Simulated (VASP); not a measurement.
Output of a VASP run:

### OUTCAR
```
 ion  position               nearest neighbor table
   1  0.333  0.667  0.250-   2 3.49   2 3.49   2 3.49   2 3.49   2 3.49   2 3.49
   2  0.667  0.333  0.750-   1 3.49   1 3.49   1 3.49   1 3.49   1 3.49   1 3.49
  LATTYP: Found a hexagonal cell.
 ALAT       =     3.6298761311
 C/A-ratio  =     1.5402173367
 Subroutine PRICEL returns:
 Original cell was already a primitive cell.
 Subroutine GETGRP returns: Found 24 space group operations
The static configuration has the point symmetry D_3d.
 The point group associated with its full space group is D_6h.
The dynamic configuration has the point symmetry D_3d.
 Subroutine INISYM returns: Found 24 space group operations
 Subroutine IBZKPT returns following result:
 Found    105 irreducible k-points:

 Following reciprocal coordinates:
            Coordinates               Weight
  0.000000  0.000000  0.000000      1.000000
  0.076923  0.000000  0.000000      6.000000
  0.153846 -0.000000  0.000000      6.000000
  0.230769  0.000000  0.000000      6.000000
  0.307692 -0.000000  0.000000      6.000000
  0.384615  0.000000  0.000000      6.000000
  0.461538  0.000000  0.000000      6.000000
  0.076923  0.076923  0.000000      6.000000
  0.153846  0.076923  0.000000     12.000000
  0.230769  0.076923  0.000000     12.000000
  0.307692  0.076923  0.000000     12.000000
  0.384615  0.076923  0.000000     12.000000
  0.461538  0.076923  0.000000      6.000000
  0.153846  0.153846  0.000000      6.000000
  0.230769  0.153846  0.000000     12.000000
  0.307692  0.153846  0.000000     12.000000
  0.384615  0.153846  0.000000     12.000000
  0.230769  0.230769  0.000000      6.000000
  0.307692  0.230769  0.000000     12.000000
  0.384615  0.230769  0.000000      6.000000
  0.307692  0.307692  0.000000      6.000000
  0.000000  0.000000  0.125000      2.000000
  0.076923  0.000000  0.125000     12.000000
  0.153846 -0.000000  0.125000     12.000000
  0.230769  0.000000  0.125000     12.000000
  0.307692 -0.000000  0.125000     12.000000
  0.384615  0.000000  0.125000     12.000000
  0.461538  0.000000  0.125000     12.000000
  0.076923  0.076923  0.125000     12.000000
  0.153846  0.076923  0.125000     24.000000
  0.230769  0.076923  0.125000     24.000000
  0.307692  0.076923  0.125000     24.000000
  0.384615  0.076923  0.125000     24.000000
  0.461538  0.076923  0.125000     12.000000
  0.153846  0.153846  0.125000     12.000000
  0.230769  0.153846  0.125000     24.000000
  0.307692  0.153846  0.125000     24.000000
  0.384615  0.153846  0.125000     24.000000
  0.230769  0.230769  0.125000     12.000000
  0.307692  0.230769  0.125000     24.000000
   k-points           NKPTS =    105   k-points in BZ     NKDIM =    105   number of bands    NBANDS=     13
   number of dos      NEDOS =    601   number of ions     NIONS =      2
   total plane-waves  NPLWV =  20736
   dimension x,y,z NGX =    24 NGY =   24 NGZ =   36
   dimension x,y,z NGXF=    48 NGYF=   48 NGZF=   72
   ions per type =               2
   PREC   = accura    normal or accurate (medium, high low for compatibility)
   ISTART =      0    job   : 0-new  1-cont  2-samecut
   ICHARG =      2    charge: 1-file 2-atom 10-const
   ISPIN  =      1    spin polarized calculation?
   LNONCOLLINEAR =      F non collinear calculations
   LSORBIT =      F    spin-orbit coupling
   INIWAV =      1    electr: 0-lowe 1-rand  2-diag
   ENCUT  =  400.0 eV  29.40 Ry    5.42 a.u.   5.92  5.92  9.12*2*pi/ulx,y,z
   NELM   =    100;   NELMIN=  2; NELMDL= -5     # of ELM steps
   EDIFF  = 0.1E-06   stopping-criterion for ELM
   LREAL  =      F    real-space projection
   NLSPLINE    = F    spline interpolate recip. space projectors
   LMAXMIX     =    6 max onsite mixed and CHGCAR
   VOSKOWN=      0    Vosko Wilk Nusair interpolation
   EDIFFG = 0.1E-05   stopping-criterion for IOM
   NSW    =      0    number of steps for IOM
...
```

File OSZICAR:
```
       N       E                     dE             d eps       ncg     rms          rms(c)
DAV:   1     0.421204318194E+02    0.42120E+02   -0.77748E+03  2738   0.103E+03
DAV:   2    -0.613105865534E+01   -0.48251E+02   -0.47294E+02  2790   0.274E+02
DAV:   3    -0.895314927557E+01   -0.28221E+01   -0.26670E+01  3849   0.359E+01
DAV:   4    -0.905571684421E+01   -0.10257E+00   -0.10063E+00  3503   0.766E+00
DAV:   5    -0.905923156903E+01   -0.35147E-02   -0.35103E-02  3951   0.976E-01    0.240E+01
DAV:   6    -0.905970704848E+01   -0.47548E-03   -0.23895E-02  4117   0.143E+00    0.144E+01
DAV:   7    -0.906787396197E+01   -0.81669E-02   -0.44272E-02  4070   0.198E+00    0.243E-01
DAV:   8    -0.906753880038E+01    0.33516E-03   -0.24740E-03  3470   0.416E-01    0.632E-02
DAV:   9    -0.906754685203E+01   -0.80516E-05   -0.21849E-04  3427   0.135E-01    0.325E-02
DAV:  10    -0.906754257340E+01    0.42786E-05   -0.36203E-05  3567   0.483E-02    0.403E-02
DAV:  11    -0.906754253686E+01    0.36540E-07   -0.41158E-06  3275   0.170E-02    0.128E-03
DAV:  12    -0.906754272686E+01   -0.19000E-06   -0.43085E-07  3238   0.609E-03    0.379E-03
DAV:  13    -0.906754269841E+01    0.28456E-07   -0.54492E-08  1790   0.203E-03
   1 F= -.90675427E+01 E0= -.90675427E+01  d E =0.000000E+00
```

### OUTCAR
```
------------------------ aborting loop because EDIFF is reached ----------------------------------------
  FORCE on cell =-STRESS in cart. coord.  units (eV):
  Direction    XX          YY          ZZ          XY          YZ          ZX
  --------------------------------------------------------------------------------------
  Total       -0.0289291     -0.0289291      0.1653579      0.0000000      0.0000000     -0.0000000
  in kB       -0.7265364     -0.7265364      4.1528612      0.0000000      0.0000000     -0.0000000
  external PRESSURE =       0.8999295 kB  Pullay stress =       0.0000000 kB
  volume of cell :       63.80
      direct lattice vectors                 reciprocal lattice vectors
     1.814938155 -3.143564891  0.000000000     0.275491481 -0.159055091  0.000000000
     1.814938155  3.143564891  0.000000000     0.275491481  0.159055091  0.000000000
     0.000000000  0.000000000  5.590798147     0.000000000  0.000000000  0.178865338
 POSITION                                       TOTAL-FORCE (eV/Angst)
 -----------------------------------------------------------------------------------
      1.81494      1.04786      1.39770        -0.000000      0.000000      0.000000
      1.81494     -1.04786      4.19310         0.000000     -0.000000      0.000000
 -----------------------------------------------------------------------------------
    total drift:                                0.000004      0.000102     -0.000011
  FREE ENERGIE OF THE ION-ELECTRON SYSTEM (eV)
  ---------------------------------------------------
  free  energy   TOTEN  =        -9.0675426984 eV

  energy  without entropy=       -9.0675426984  energy(sigma->0) =       -9.06754270

 total charge

# of ion       s       p       d       tot
------------------------------------------
    1        0.441   6.383   1.090   7.914
    2        0.441   6.383   1.090   7.914
--------------------------------------------------
tot          0.882  12.766   2.181  15.828
```
(Selected blocks of OUTCAR.)

### POSCAR
```
Dy
1
    1.8149381548    -3.1435648906    -0.0000000000
    1.8149381548     3.1435648906    -0.0000000000
   -0.0000000000    -0.0000000000     5.5907981472
Dy
2
Direct
  0.3333330000   0.6666670000   0.2500000000
  0.6666670000   0.3333330000   0.7500000000
```

Problem. Reconstruct the remaining input files.

Solution. Several could match; the one computed here: the input of the run itself, PBE GGA, plane waves, VASP's PBE PAW potentials (set 64).

**KPOINTS**
```
Automatic mesh
0
Gamma
13 13 8
0 0 0
```

INCAR:
```
SYSTEM = Dy
PREC = Accurate
ENCUT = 400
EDIFF = 1E-7
NELM = 100
ALGO = Normal
LREAL = .FALSE.
LASPH = .TRUE.
ISMEAR = -5
GGA = PE
LMAXMIX = 6
LWAVE = .FALSE.
LCHARG = .TRUE.
LORBIT = 11
NEDOS = 601
ISIF = 2
```

POTCAR, in this order: Dy_3 (PBE.64 set). Program: vasp_std.

The 4f electrons are frozen in the core of the lanthanide potential, so 4f levels, which can set the real gap, and their magnetism are missing. For a metal the tetrahedron method with Blöchl corrections gives inexact stress and forces.

The compound is Dy in the hcp structure. It was relaxed first.
